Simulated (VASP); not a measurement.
Cu (fcc) relaxed at rising pressure, in one space group throughout; other phases were not tried. The pressures are those reached. Method: PBEsol GGA, VASP's PBE PAW potentials (set 64) (plane waves; VASP).

| P (GPa) | V (Å³/atom) | k-mesh |
|---|---|---|
| 0.16 | 11.325 | 17×17×17 |
| 4.72 | 11.062 | 18×18×18 |
| 9.99 | 10.773 | 18×18×18 |
| 19.80 | 10.330 | 18×18×18 |
| 29.77 | 9.967 | 18×18×18 |

A change of mesh leaves a small step in the series.

Q: Fit an equation of state and predict the volume at 44.88 GPa.

A: Least squares on the third-order Birch-Murnaghan form, P = (3B0/2)(y⁷ − y⁵)[1 + (3/4)(B′ − 4)(y² − 1)] with y = (V0/V)^(1/3), gives V0 = 11.341 Å³/atom, B0 = 174 GPa and B′ = 4.3, and so 9.511 Å³/atom. The run gave 9.526 Å³/atom, +0.2 % from the fit.

Pressures at which the relaxation failed are left out.

The compound is Cu in the fcc structure.
